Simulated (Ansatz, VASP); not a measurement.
## Two plane-wave programs on W3O

```xyz
4
Lattice="3.8864 0.0000 0.0000 0.0000 3.8864 0.0000 0.0000 0.0000 3.8864" Properties=species:S:1:pos:R:3 pbc="T T T"
W     0.0000    1.9432    1.9432
W     1.9432    0.0000    1.9432
W     1.9432    1.9432    0.0000
O     0.0000    0.0000    0.0000
```

Alike in both runs: functional PBE; k mesh 4 × 4 × 4; occupations gaussian, width 0.1 eV; no spin polarisation.

Ansatz relaxed the structure, and its values are those at the end. VASP's run is a single point on that final structure, the one shown.

|  | VASP | Ansatz |
| --- | --- | --- |
| version | VASP 6.6.1 | Ansatz 0.2.0 |
| potentials or method | VASP PAW PBE potentials, release 64 (W_sv, O) | scalar-relativistic, plane waves, PAW |
| plane-wave cutoff (eV) | 520 | 420 |
| valence electrons in the cell | 48 | 48 |

Ansatz gave:

* gap on the k mesh at the Fermi level (eV): none
* pressure (GPa): 0.2

**Question.** Which values does VASP return?

**Answer.** gap on the k mesh at the Fermi level (eV): none; pressure (GPa): 0.7.

A gap of «none» marks a metal or a gap that the smearing closes. With one functional, cell and mesh, what is left measures potentials, basis and numerics.

Caveats: the k mesh is coarse (spacing up to 0.40 Å⁻¹), so the values aren't converged. Spin-orbit coupling is left out, which matters for the levels of W.
